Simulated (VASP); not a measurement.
Level of theory: optB88-vdW, VASP's PBE PAW potentials (set 64) (plane waves; VASP).

A VASP calculation is set up with these files.

POSCAR:
```
MoS2
1
    1.5967136071    -2.7655888081     0.0000000000
    1.5967136071     2.7655888081     0.0000000000
    0.0000000000     0.0000000000    12.4660881377
Mo S
2 4
Direct
  0.3333330000   0.6666670000   0.2500000000
  0.6666670000   0.3333330000   0.7500000000
  0.3333330000   0.6666670000   0.8759251023
  0.6666670000   0.3333330000   0.3759251023
  0.6666670000   0.3333330000   0.1240748977
  0.3333330000   0.6666670000   0.6240748977
```

INCAR:
```
AGGAC  =  0.0
ALGO  =  Normal
EDIFF  =  1E-7
ENCUT  =  520
GGA  =  BO
ICHARG  =  11
ISMEAR  =  0
LASPH  =  .TRUE.
LCHARG  =  .FALSE.
LMAXMIX  =  4
LORBIT  =  11
LREAL  =  .FALSE.
LUSE_VDW  =  .TRUE.
LWAVE  =  .FALSE.
NELM  =  100
PARAM1  =  0.1833333333
PARAM2  =  0.22
PREC  =  Accurate
SIGMA  =  0.05
SYSTEM  =  MoS2
```

### KPOINTS
```
k-points along high-symmetry lines
10
Line-mode
Reciprocal
  0.000000   0.000000   0.000000 ! GAMMA
  0.000000   0.500000   0.000000 ! M

  0.000000   0.500000   0.000000 ! M
 -0.333333   0.666667   0.000000 ! K

 -0.333333   0.666667   0.000000 ! K
  0.000000   0.000000   0.000000 ! GAMMA

  0.000000   0.000000   0.000000 ! GAMMA
  0.000000   0.000000   0.500000 ! A

  0.000000   0.000000   0.500000 ! A
  0.000000   0.500000   0.500000 ! L

  0.000000   0.500000   0.500000 ! L
 -0.333333   0.666667   0.500000 ! H

 -0.333333   0.666667   0.500000 ! H
  0.000000   0.000000   0.500000 ! A

  0.000000   0.500000   0.500000 ! L
  0.000000   0.500000   0.000000 ! M

 -0.333333   0.666667   0.500000 ! H
 -0.333333   0.666667   0.000000 ! K
```

POTCAR, in this order: Mo_sv S (PBE.64 set). Program: vasp_std. Read from the step before: CHGCAR.

Output

### OUTCAR
```
 ion  position               nearest neighbor table
   1  0.333  0.667  0.250-   4 2.42   5 2.42   4 2.42   5 2.42   4 2.42   5 2.42
   2  0.667  0.333  0.750-   3 2.42   6 2.42   3 2.42   6 2.42   3 2.42   6 2.42
   3  0.333  0.667  0.876-   2 2.42   2 2.42   2 2.42
   4  0.667  0.333  0.376-   1 2.42   1 2.42   1 2.42
   5  0.667  0.333  0.124-   1 2.42   1 2.42   1 2.42
   6  0.333  0.667  0.624-   2 2.42   2 2.42   2 2.42
  LATTYP: Found a hexagonal cell.
 ALAT       =     3.1934269678
 C/A-ratio  =     3.9036709665
 Subroutine PRICEL returns:
 Original cell was already a primitive cell.
 Subroutine GETGRP returns: Found 24 space group operations
The static configuration has the point symmetry D_3d.
 The point group associated with its full space group is D_6h.
The dynamic configuration has the point symmetry D_3d.
 Subroutine INISYM returns: Found 24 space group operations
   k-points           NKPTS =     90   k-points in BZ     NKDIM =     90   number of bands    NBANDS=     31
   number of dos      NEDOS =    301   number of ions     NIONS =      6
   total plane-waves  NPLWV =  55296
   dimension x,y,z NGX =    24 NGY =   24 NGZ =   96
   dimension x,y,z NGXF=    48 NGYF=   48 NGZF=  192
   ions per type =               2   4
   PREC   = accura    normal or accurate (medium, high low for compatibility)
   ISTART =      0    job   : 0-new  1-cont  2-samecut
   ICHARG =     11    charge: 1-file 2-atom 10-const
   ISPIN  =      1    spin polarized calculation?
   LNONCOLLINEAR =      F non collinear calculations
   LSORBIT =      F    spin-orbit coupling
   INIWAV =      1    electr: 0-lowe 1-rand  2-diag
   ENCUT  =  520.0 eV  38.22 Ry    6.18 a.u.   5.94  5.94 23.18*2*pi/ulx,y,z
   NELM   =    100;   NELMIN=  2; NELMDL= -5     # of ELM steps
   EDIFF  = 0.1E-06   stopping-criterion for ELM
   LREAL  =      F    real-space projection
   NLSPLINE    = F    spline interpolate recip. space projectors
   LMAXMIX     =    4 max onsite mixed and CHGCAR
   VOSKOWN=      0    Vosko Wilk Nusair interpolation
   EDIFFG = 0.1E-05   stopping-criterion for IOM
   NSW    =      0    number of steps for IOM
   NBLOCK =      1;   KBLOCK =      1    inner block; outer block
   IBRION =     -1    ionic relax: 0-MD 1-quasi-New 2-CG
   NFREE  =      0    steps in history (QN), initial steepest desc. (CG)
   ISIF   =      2    stress and relaxation
   ISYM   =      2    0-nonsym 1-usesym 2-fastsym
   TEIN   =    0.0    initial temperature
   TEBEG  =    0.0;   TEEND  =   0.0 temperature during run
   SMASS  =  -3.00    Nose mass-parameter (am)
   PSTRESS=    0.0 pullay stress
   NELECT =      52.0000    total number of electrons
   EFERMI =   0.00;   METHOD = LEGACY
   ISMEAR =     0;   SIGMA  =   0.05  broadening in eV -4-tet -1-fermi 0-gaus
   IALGO  =     38    algorithm
   LDIAG  =      T    sub-space diagonalisation (order eigenvalues)
   IMIX   =      4    mixing-type and parameters
     AMIX     =   0.40;   BMIX     =  1.00
     AMIX_MAG =   1.60;   BMIX_MAG =  1.00
     AMIN     =   0.10
   GGA     = BO    functional components
   VOSKOWN =     0    Vosko Wilk Nusair interpolation
   LHFCALC =     F    Hartree Fock is set to
   LHFONE  =     F    Hartree Fock one center treatment
   AEXX    =    0.0000 exact exchange contribution
   LUSE_VDW   =     T    switch on vdW DFT
   IVDW    =     0    specifies the selected vdW correction
   LEPSILON=     F    determine dielectric tensor
   LRPA    =     F    only Hartree local field effects (RPA)
  energy-cutoff  :      520.00
  volume of cell :      110.10
      direct lattice vectors                 reciprocal lattice vectors
     1.596713607 -2.765588808  0.000000000     0.313143195 -0.180793326  0.000000000
     1.596713607  2.765588808  0.000000000     0.313143195  0.180793326  0.000000000
     0.000000000  0.000000000 12.466088138     0.000000000  0.000000000  0.080217626
 k-point     1 :   0.0000 0.0000 0.0000  plane waves:    2921
 k-point     2 :   0.0000 0.0556 0.0000  plane waves:    2911
 k-point     3 :   0.0000 0.1111 0.0000  plane waves:    2931
...
```

### OSZICAR
```
       N       E                     dE             d eps       ncg     rms          rms(c)
DAV:   1     0.460038627170E+03    0.46004E+03   -0.30069E+04  6332   0.158E+03
DAV:   2    -0.543332464381E+01   -0.46547E+03   -0.45446E+03  6865   0.397E+02
DAV:   3    -0.296888585482E+02   -0.24256E+02   -0.23978E+02  7322   0.772E+01
DAV:   4    -0.302849466789E+02   -0.59609E+00   -0.59454E+00  6925   0.117E+01
DAV:   5    -0.303055403399E+02   -0.20594E-01   -0.20586E-01  7697   0.190E+00
DAV:   6    -0.303059908945E+02   -0.45055E-03   -0.45044E-03  7047   0.263E-01
DAV:   7    -0.303060124119E+02   -0.21517E-04   -0.21514E-04  7758   0.401E-02
DAV:   8    -0.303060130561E+02   -0.64422E-06   -0.64413E-06  6748   0.641E-03
DAV:   9    -0.303060130883E+02   -0.32154E-07   -0.32178E-07  5027   0.111E-03
   1 F= -.30306013E+02 E0= -.30306013E+02  d E =-.142984E-23
```

File OUTCAR:
```
 val. band max:        6.9950055131   @ k =   0.0000   0.0000   0.0000

 cond. band min:       7.9089610264   @ k =  -0.1852   0.3704   0.0000



 k-point     1 :       0.0000    0.0000    0.0000
  band No.  band energies     occupation
      1     -54.5524      2.00000
      2     -54.5524      2.00000
      3     -28.6790      2.00000
      4     -28.6789      2.00000
      5     -28.4909      2.00000
      6     -28.4909      2.00000
      7     -28.4909      2.00000
      8     -28.4909      2.00000
      9      -7.7423      2.00000
     10      -7.4990      2.00000
     11      -6.5755      2.00000
     12      -6.1813      2.00000
     13       0.3713      2.00000
     14       1.3402      2.00000
     15       3.6461      2.00000
     16       3.8030      2.00000
     17       3.8030      2.00000
     18       3.8153      2.00000
     19       3.8154      2.00000
     20       4.8645      2.00000
     21       4.8646      2.00000
     22       4.9064      2.00000
     23       4.9065      2.00000
     24       5.8045      2.00000
     25       5.9461      2.00000
     26       6.9950      2.00000
     27       9.0725      0.00000
     28       9.0779      0.00000
     29       9.1010      0.00000
     30       9.1170      0.00000
     31       9.2116      0.00000

 k-point     2 :       0.0000    0.0556    0.0000
  band No.  band energies     occupation
      1     -54.5514      2.00000
      2     -54.5514      2.00000
      3     -28.6769      2.00000
      4     -28.6768      2.00000
      5     -28.5017      2.00000
      6     -28.5017      2.00000
      7     -28.4933      2.00000
      8     -28.4933      2.00000
      9      -7.6974      2.00000
     10      -7.4548      2.00000
     11      -6.5542      2.00000
     12      -6.1652      2.00000
     13       0.4244      2.00000
     14       1.3924      2.00000
     15       3.5469      2.00000
     16       3.6990      2.00000
     17       3.7148      2.00000
     18       3.8486      2.00000
...
```

The density is held fixed in this step, so its total energy and stress have no physical meaning.

The compound is MoS2 in the 2H layered structure. It was relaxed first.
